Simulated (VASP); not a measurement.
# W8AuC8 in VASP: single point with PBEsol

Aim: the single point of W8AuC8 with PBEsol.

Program: VASP 6.6.1. These are calculated values, not measurements. Logs are shortened: lines on timing, memory, paths and dates and some standing lists are left out, and cuts for length are marked.

**1. The slab as given**

The cell holds a slab with vacuum, 17 atoms: a = 5.788 Å, b = 5.660 Å, c = 16.177 Å, α = 90.00°, β = 90.00°, γ = 90.00°.

**2. Single point, PBEsol**

Input file INCAR:

```
PREC = Accurate ; ENCUT = 520
EDIFF = 1E-6 ; ISMEAR = 0
SIGMA = 0.1 ; LREAL = Auto
LASPH = True ; NELM = 100
ALGO = Fast ; ISIF = 2
LWAVE = False ; LCHARG = False
GGA = PS ; NBANDS = 92
```

Input file KPOINTS:

```
Automatic mesh
0
Gamma
  3 3 1
```

Input file POSCAR:

```
W8AuC8
1.0
    5.7877000000      0.0000000000      0.0000000000
    0.0000000000      5.6598000000      0.0000000000
    0.0000000000      0.0000000000     16.1769130000
W C Au
8 8 1
Direct
    0.0000000000      0.0000000000      0.0618165000
    0.2407582617     -0.0105807554      0.2192833123
    0.0000000000      0.5000000000      0.0618165000
    0.2565395715      0.4876160460      0.2147918884
    0.5000000000      0.0000000000      0.0618165000
    0.7455471792      0.0080116138      0.2122429327
    0.5000000000      0.5000000000      0.0618165000
    0.7544732800      0.5104517632      0.2144470454
    0.0043900894      0.2467656698      0.1600846748
    0.4442562284      0.1597300186      0.3036752814
    0.0009391959      0.7479773448      0.1544909079
    0.0852235417      0.6633845256      0.3091140703
    0.5042048439      0.2542940827      0.1545958422
    0.6204731699      0.3095325261      0.3123010657
    0.4986427397      0.7481570899      0.1639763920
    0.9390389348      0.8466134520      0.3075879257
   -0.0117759392      0.2453297762      0.3461237256
```

Potentials or basis: VASP PAW PBE potentials, release 64 (W_sv, C, Au).

The run is started by

```bash
$ cat potpaw_PBE.64/W_sv/POTCAR potpaw_PBE.64/C/POTCAR potpaw_PBE.64/Au/POTCAR > POTCAR
$ mpirun -np 1 vasp_std > vasp.out
```

OUTCAR:

```text
PREC = Accurate
   ENCUT = 520
   EDIFF = 1E-6
   ISMEAR = 0
   LREAL = Auto
   LASPH = True
   NELM = 100
   ISIF = 2
   GGA = PS

 ion  position               nearest neighbor table
   1  0.000  0.000  0.062-  11 2.07   9 2.12   3 2.83   3 2.83   6 2.84   5 2.89   5 2.89   2 2.90

   2  0.241  0.989  0.219-  10 2.04  11 2.21  15 2.21   9 2.22  13 2.38  16 2.40  12 2.52   4 2.82
                             4 2.84   6 2.87   1 2.90  17 2.91   6 2.93   5 2.96
   3  0.000  0.500  0.062-  11 2.05   9 2.14   1 2.83   1 2.83   8 2.85   4 2.89   7 2.89   7 2.89

   4  0.257  0.488  0.215-  12 2.07  13 2.18   9 2.18  15 2.19  11 2.30  10 2.59   2 2.82   2 2.84
                             7 2.85   8 2.88   3 2.89   8 2.91  17 2.97
   5  0.500  0.000  0.062-  13 2.08  15 2.18   6 2.82   7 2.83   7 2.83   1 2.89   1 2.89   2 2.96

   6  0.746  0.008  0.212-  16 2.11  13 2.18   9 2.19  15 2.19  11 2.29  10 2.44  14 2.46   8 2.82
                             5 2.82   8 2.84   1 2.84   2 2.87  17 2.91   2 2.93
   7  0.500  0.500  0.062-  13 2.05  15 2.17   5 2.83   5 2.83   4 2.85   8 2.88   3 2.89   3 2.89

   8  0.754  0.510  0.214-  14 2.10  15 2.16  11 2.19   9 2.26  13 2.27  12 2.60  16 2.65   6 2.82
                             6 2.84   3 2.85   7 2.88   4 2.88   4 2.91  17 2.94
   9  0.004  0.247  0.160-   1 2.12   3 2.14   4 2.18   6 2.19   2 2.22   8 2.26
  10  0.444  0.160  0.304-  14 1.33   2 2.04   6 2.44   4 2.59  17 2.77
  11  0.001  0.748  0.154-   3 2.05   1 2.07   8 2.19   2 2.21   6 2.29   4 2.30
  12  0.085  0.663  0.309-  16 1.34   4 2.07  17 2.50   2 2.52   8 2.60
  13  0.504  0.254  0.155-   7 2.05   5 2.08   4 2.18   6 2.18   8 2.27   2 2.38
  14  0.620  0.310  0.312-  10 1.33   8 2.10  17 2.23   6 2.46
  15  0.499  0.748  0.164-   8 2.16   7 2.17   5 2.18   4 2.19   6 2.19   2 2.21
  16  0.939  0.847  0.308-  12 1.34   6 2.11  17 2.36   2 2.40   8 2.65
  17  0.988  0.245  0.346-  14 2.23  16 2.36  12 2.50  10 2.77   2 2.91   6 2.91   8 2.94   4 2.97

  LATTYP: Found a simple orthorhombic cell.
 ALAT       =     5.6598000000
 B/A-ratio  =     1.0225979717
 C/A-ratio  =     2.8582128344

  Lattice vectors:

 A1 = (   0.0000000000,  -5.6598000000,   0.0000000000)
 A2 = (   5.7877000000,   0.0000000000,   0.0000000000)
 A3 = (   0.0000000000,   0.0000000000,  16.1769130000)

Analysis of symmetry for initial positions (statically):
=====================================================================
 Subroutine PRICEL returns:
 Original cell was already a primitive cell.

 Routine SETGRP: Setting up the symmetry group for a
 simple orthorhombic supercell.

 Subroutine GETGRP returns: Found  1 space group operations
 (whereof  1 operations were pure point group operations)
 out of a pool of  8 trial point group operations.

The static configuration has the point symmetry C_1 .

Analysis of symmetry for dynamics (positions and initial velocities):
=====================================================================
 Subroutine PRICEL returns:
 Original cell was already a primitive cell.

 Routine SETGRP: Setting up the symmetry group for a
 simple orthorhombic supercell.

 Subroutine GETGRP returns: Found  1 space group operations
 (whereof  1 operations were pure point group operations)
 out of a pool of  8 trial point group operations.

The dynamic configuration has the point symmetry C_1 .

 Subroutine INISYM returns: Found  1 space group operations
 (whereof  1 operations are pure point group operations),
 and found     1 'primitive' translations

----------------------------------------------------------------------------------------

                                     Primitive cell

  volume of cell :     529.9108

  direct lattice vectors                    reciprocal lattice vectors
     5.787700000  0.000000000  0.000000000     0.172780206  0.000000000  0.000000000
     0.000000000  5.659800000  0.000000000     0.000000000  0.176684689  0.000000000
     0.000000000  0.000000000 16.176913000     0.000000000  0.000000000  0.061816491

  length of vectors
     5.787700000  5.659800000 16.176913000     0.172780206  0.176684689  0.061816491

  position of ions in fractional coordinates (direct lattice)
     0.000000000  0.000000000  0.061816500
     0.240758262  0.989419245  0.219283312
     0.000000000  0.500000000  0.061816500
     0.256539571  0.487616046  0.214791888
     0.500000000  0.000000000  0.061816500
     0.745547179  0.008011614  0.212242933
[... 9 lines left out ...]
     0.939038935  0.846613452  0.307587926
     0.988224061  0.245329776  0.346123726

  ion indices of the primitive-cell ions
   primitive index   ion index
                 1           1
                 2           2
                 3           3
                 4           4
                 5           5
                 6           6
[... 9 lines left out ...]
                16          16
                17          17

----------------------------------------------------------------------------------------

 KPOINTS: Automatic mesh

Automatic generation of k-mesh.
 Grid dimensions read from file:
 generate k-points for:    3    3    1

 Generating k-lattice:

  Cartesian coordinates                     Fractional coordinates (reciprocal lattice)
     0.057593402  0.000000000  0.000000000     0.333333333  0.000000000  0.000000000
     0.000000000  0.058894896  0.000000000     0.000000000  0.333333333  0.000000000
     0.000000000  0.000000000  0.061816491     0.000000000  0.000000000  1.000000000

  Length of vectors
     0.057593402  0.058894896  0.061816491

  Shift w.r.t. Gamma in fractional coordinates (k-lattice)
     0.000000000  0.000000000  0.000000000

 Subroutine IBZKPT returns following result:
 ===========================================

 Found      5 irreducible k-points:

 Following reciprocal coordinates:
            Coordinates               Weight
  0.000000  0.000000  0.000000      1.000000
  0.333333  0.000000  0.000000      2.000000
  0.000000  0.333333  0.000000      2.000000
  0.333333  0.333333  0.000000      2.000000
 -0.333333  0.333333  0.000000      2.000000
   k-points           NKPTS =      5   k-points in BZ     NKDIM =      5   number of bands    NBANDS=     92
   number of dos      NEDOS =    301   number of ions     NIONS =     17
   total plane-waves  NPLWV = 241920
   dimension x,y,z NGX =    48 NGY =   42 NGZ =  120
   dimension x,y,z NGXF=    96 NGYF=   84 NGZF=  240
   ions per type =               8   8   1
   NGX,Y,Z   is equivalent  to a cutoff of  13.79, 12.34, 12.33 a.u.
   NGXF,Y,Z  is equivalent  to a cutoff of  27.58, 24.67, 24.66 a.u.
 SYSTEM =  unknown system
   PREC   = accura    normal or accurate (medium, high low for compatibility)
   ISTART =      0    job   : 0-new  1-cont  2-samecut
   ICHARG =      2    charge: 1-file 2-atom 10-const
   ISPIN  =      1    spin polarized calculation?
   LNONCOLLINEAR =      F non collinear calculations
   LSORBIT =      F    spin-orbit coupling
   LASPH  =      T    aspherical Exc in radial PAW
   ENCUT  =  520.0 eV  38.22 Ry    6.18 a.u.  10.76 10.52 30.08*2*pi/ulx,y,z
   NELM   =    100;   NELMIN=  2; NELMDL= -5     # of ELM steps
   EDIFF  = 0.1E-05   stopping-criterion for ELM
   LREAL  =      T    real-space projection
   EDIFFG = 0.1E-04   stopping-criterion for IOM
   NSW    =      0    number of steps for IOM
   IBRION =     -1    ionic relax: 0-MD 1-quasi-New 2-CG
   NFREE  =      0    steps in history (QN), initial steepest desc. (CG)
   ISIF   =      2    stress and relaxation
   ISYM   =      2    0-nonsym 1-usesym 2-fastsym
   POTIM  = 0.5000    time-step for ionic-motion
   TEBEG  =    0.0;   TEEND  =   0.0 temperature during run
   PSTRESS=    0.0 pullay stress
   NELECT =     155.0000    total number of electrons
   NUPDOWN=      -1.0000    fix difference up-down
   EMIN   =  10.00;   EMAX   =-10.00  energy-range for DOS
   EFERMI =   0.00;   METHOD = LEGACY
   ISMEAR =     0;   SIGMA  =   0.10  broadening in eV -4-tet -1-fermi 0-gaus
   EFERMI_NEDOS =   21; number of points for ismear=-14 and -15
   IALGO  =     68    algorithm
   IMIX   =      4    mixing-type and parameters
     AMIX     =   0.40;   BMIX     =  1.00
     AMIX_MAG =   1.60;   BMIX_MAG =  1.00
  volume/ion in A,a.u.               =      31.17       210.35
  Fermi-wavevector in a.u.,A,eV,Ry     =   1.086720  2.053604 16.067953  1.180961
  Thomas-Fermi vector in A             =   2.222864
   LORBIT       =      0    0 simple, 1 ext, 2 COOP (PROOUT), +10 PAW based schemes
   GGA     = PS    functional components
   LHFCALC =     F    Hartree Fock is set to
   AEXX    =    0.0000 exact exchange contribution
   IVDW    =     0    specifies the selected vdW correction
   LEPSILON=     F    determine dielectric tensor
   LRPA    =     F    only Hartree local field effects (RPA)
 non-spin polarized calculation
 RMM-DIIS sequential band-by-band and
 Gauss-broadening in eV      SIGMA  =   0.10
  energy-cutoff  :      520.00
  volume of cell :      529.91
 maximum number of plane-waves:     14277
 NGX is ok and might be reduce to    48
   NGX = 21   NGY = 21   NGZ = 61

 number of electron     154.9999999 magnetization

 Free energy of the ion-electron system (eV)
  ---------------------------------------------------
  ext. energy  EPLUGINS =         0.00000000
  ---------------------------------------------------
  free energy    TOTEN  =      -172.92388877 eV

  energy without entropy =     -172.87820391  energy(sigma->0) =     -172.90104634

 E-fermi :   0.8036     XC(G=0):  -6.1577

 val. band max:        0.8012453958   @ k =  -0.3333   0.3333   0.0000
 cond. band min:       0.8662620008   @ k =   0.3333   0.3333   0.0000
 fundamental gap:      0.0650166050
 Fermi energy:         0.8035998617

 k-point     1 :       0.0000    0.0000    0.0000
  band No.  band energies     occupation
      1     -73.9136      2.00000
      2     -73.8831      2.00000
      3     -73.8183      2.00000
      4     -73.7879      2.00000
      5     -73.5898      2.00000
      6     -73.5499      2.00000
[... 81 lines left out ...]
     88       2.9750      0.00000
     89       3.0877      0.00000

 k-point     2 :       0.3333    0.0000    0.0000
  band No.  band energies     occupation
      1     -73.9106      2.00000
      2     -73.8830      2.00000
      3     -73.8185      2.00000
      4     -73.7908      2.00000
      5     -73.5864      2.00000
      6     -73.5522      2.00000
[... 81 lines left out ...]
     88       2.5790      0.00000
     89       2.6775      0.00000

 k-point     3 :       0.0000    0.3333    0.0000
  band No.  band energies     occupation
      1     -73.9101      2.00000
      2     -73.8799      2.00000
      3     -73.8217      2.00000
      4     -73.7913      2.00000
      5     -73.5847      2.00000
      6     -73.5430      2.00000
[... 81 lines left out ...]
     88       2.8519      0.00000
     89       2.9500      0.00000

 k-point     4 :       0.3333    0.3333    0.0000
  band No.  band energies     occupation
      1     -73.9077      2.00000
      2     -73.8784      2.00000
      3     -73.8233      2.00000
      4     -73.7937      2.00000
      5     -73.5816      2.00000
      6     -73.5430      2.00000
[... 81 lines left out ...]
     88       2.1537      0.00000
     89       2.3367      0.00000

 k-point     5 :      -0.3333    0.3333    0.0000
  band No.  band energies     occupation
      1     -73.9077      2.00000
      2     -73.8783      2.00000
      3     -73.8233      2.00000
      4     -73.7937      2.00000
      5     -73.5816      2.00000
      6     -73.5430      2.00000
[... 81 lines left out ...]
     88       2.2770      0.00000
     89       2.3394      0.00000
 [bands above 89 left out]

------------------------ aborting loop because EDIFF is reached ----------------------------------------

  FORCE on cell =-STRESS in cart. coord.  units (eV):
  Direction    XX          YY          ZZ          XY          YZ          ZX
  --------------------------------------------------------------------------------------
  -------------------------------------------------------------------------------------
  Total      -27.7915570    -16.6786472      0.7418233     -0.8344299      0.0098131     -0.0177775
  in kB      -84.0273590    -50.4276417      2.2428916     -2.5228865      0.0296698     -0.0537501
  external PRESSURE =     -44.0707030 kB  Pullay stress =       0.0000000 kB

 VOLUME and BASIS-vectors are now :
 -----------------------------------------------------------------------------
  energy-cutoff  :      520.00
  volume of cell :      529.91
      direct lattice vectors                 reciprocal lattice vectors
     5.787700000  0.000000000  0.000000000     0.172780206  0.000000000  0.000000000
     0.000000000  5.659800000  0.000000000     0.000000000  0.176684689  0.000000000
     0.000000000  0.000000000 16.176913000     0.000000000  0.000000000  0.061816491

 POSITION                                       TOTAL-FORCE (eV/Angst)
 -----------------------------------------------------------------------------------
      0.00000      0.00000      1.00000        -0.174815      0.128846     -0.195264
      1.39344      5.59992      3.54733         0.006399      0.006868      0.015986
      0.00000      2.82990      1.00000         0.269311     -0.299841     -0.257054
      1.48477      2.75981      3.47467         0.016479     -0.012870      0.014748
      2.89385      0.00000      1.00000        -0.069500     -0.386027      0.240831
      4.31500      0.04534      3.43344        -0.005828     -0.007093      0.014934
[... 9 lines left out ...]
      5.43488      4.79166      4.97582        -0.058387      0.065067      0.034526
      5.71954      1.38852      5.59921         0.005124      0.002846      0.021081
 -----------------------------------------------------------------------------------
    total drift:                                0.020854     -0.007659      0.015527

  FREE ENERGIE OF THE ION-ELECTRON SYSTEM (eV)
  ---------------------------------------------------
  free  energy   TOTEN  =      -172.9238887682 eV

  energy  without entropy=     -172.8782039104  energy(sigma->0) =     -172.90104634
```

It took 10 min on 1 thread of Intel Xeon Platinum 8488C (Sapphire Rapids), shared host; peak memory 0.6 GiB.

What came out:

| Quantity | Value |
| --- | --- |
| Free energy | -172.9239 eV |
| Largest force | 0.561 eV/Å |
| Band gap on the k mesh | none (metal or under the smearing width) |

Forces on the atoms (eV/Å):
```
W   -0.175  0.129 -0.195
W    0.006  0.007  0.016
W    0.269 -0.300 -0.257
W    0.016 -0.013  0.015
W   -0.070 -0.386  0.241
W   -0.006 -0.007  0.015
W   -0.031  0.559 -0.039
W    0.001  0.017  0.026
C   -0.005  0.009 -0.006
C   -0.047 -0.040  0.036
C    0.004 -0.004  0.010
C    0.053 -0.074  0.037
C   -0.001 -0.010  0.005
C    0.042  0.041  0.042
C   -0.005  0.005  0.000
C   -0.058  0.065  0.035
Au   0.005  0.003  0.021
```

Caveat: the k mesh is coarse (spacing up to 0.37 Å⁻¹), so the values aren't converged; the PAW data sets were made with another functional, which shifts forces and pressure a little.
